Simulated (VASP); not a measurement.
Output of a VASP run:

OSZICAR:
```
       N       E                     dE             d eps       ncg     rms          rms(c)
DAV:   1     0.510272479231E+02    0.51027E+02   -0.30030E+03   560   0.782E+02
DAV:   2     0.328266018221E+01   -0.47745E+02   -0.47172E+02   736   0.122E+02
DAV:   3    -0.943109369367E+00   -0.42258E+01   -0.42254E+01   584   0.438E+01
DAV:   4    -0.994056463270E+00   -0.50947E-01   -0.50947E-01  1024   0.592E+00
DAV:   5    -0.994084418954E+00   -0.27956E-04   -0.27956E-04   664   0.909E-02    0.140E-01
DAV:   6    -0.992850667120E+00    0.12338E-02   -0.19617E-03   912   0.240E-01    0.850E-02
DAV:   7    -0.992491191070E+00    0.35948E-03   -0.28346E-03   736   0.288E-01    0.378E-02
DAV:   8    -0.992523928357E+00   -0.32737E-04   -0.64382E-05   896   0.661E-02    0.401E-03
DAV:   9    -0.992524703158E+00   -0.77480E-06   -0.10912E-06   920   0.570E-03    0.211E-03
DAV:  10    -0.992524856598E+00   -0.15344E-06   -0.30844E-07   872   0.307E-03    0.311E-04
DAV:  11    -0.992524859615E+00   -0.30168E-08   -0.39828E-09   568   0.398E-04
   1 F= -.99252486E+00 E0= -.99192011E+00  d E =-.181424E-02
```

**OUTCAR**
```
------------------------ aborting loop because EDIFF is reached ----------------------------------------
  FORCE on cell =-STRESS in cart. coord.  units (eV):
  Direction    XX          YY          ZZ          XY          YZ          ZX
  --------------------------------------------------------------------------------------
  Total       -0.0706160     -0.0706160     -0.0706160     -0.0000000      0.0000000      0.0000000
  in kB       -1.1239804     -1.1239804     -1.1239804     -0.0000000      0.0000000      0.0000000
  external PRESSURE =      -1.1239804 kB  Pullay stress =       0.0000000 kB
  volume of cell :      100.66
      direct lattice vectors                 reciprocal lattice vectors
    -2.930432467  2.930432467  2.930432467     0.000000000  0.170623280  0.170623280
     2.930432467 -2.930432467  2.930432467     0.170623280  0.000000000  0.170623280
     2.930432467  2.930432467 -2.930432467     0.170623280  0.170623280  0.000000000
 POSITION                                       TOTAL-FORCE (eV/Angst)
 -----------------------------------------------------------------------------------
      0.00000      0.00000      0.00000        -0.000000      0.000000     -0.000000
 -----------------------------------------------------------------------------------
    total drift:                               -0.000000     -0.000000     -0.000000
  FREE ENERGIE OF THE ION-ELECTRON SYSTEM (eV)
  ---------------------------------------------------
  free  energy   TOTEN  =        -0.9925248596 eV

  energy  without entropy=       -0.9907106207  energy(sigma->0) =       -0.99192011
```
(Selected blocks of OUTCAR.)

File POSCAR:
```
Cs
1
   -2.9304324667     2.9304324667     2.9304324667
    2.9304324667    -2.9304324667     2.9304324667
    2.9304324667     2.9304324667    -2.9304324667
Cs
1
Direct
  0.0000000000   0.0000000000   0.0000000000
```

Reconstruct the remaining input files.

Several could match; the one computed here: the input of the run itself, LDA (Ceperley-Alder, Perdew-Zunger), plane waves, VASP's LDA PAW potentials (set 64).

### INCAR
```
SYSTEM = Cs
PREC = Accurate
ENCUT = 520
EDIFF = 1E-7
NELM = 100
ALGO = Normal
LREAL = .FALSE.
LASPH = .TRUE.
ISMEAR = 1
SIGMA = 0.1
LMAXMIX = 4
LWAVE = .FALSE.
LCHARG = .FALSE.
ISIF = 2
```

File KPOINTS:
```
Automatic mesh
0
Gamma
9 9 9
0 0 0
```

POTCAR, in this order: Cs_sv (LDA.64 set). Program: vasp_std.

The compound is Cs in the bcc structure. This cell is one point of a volume scan, at 1.06 of the reference volume.
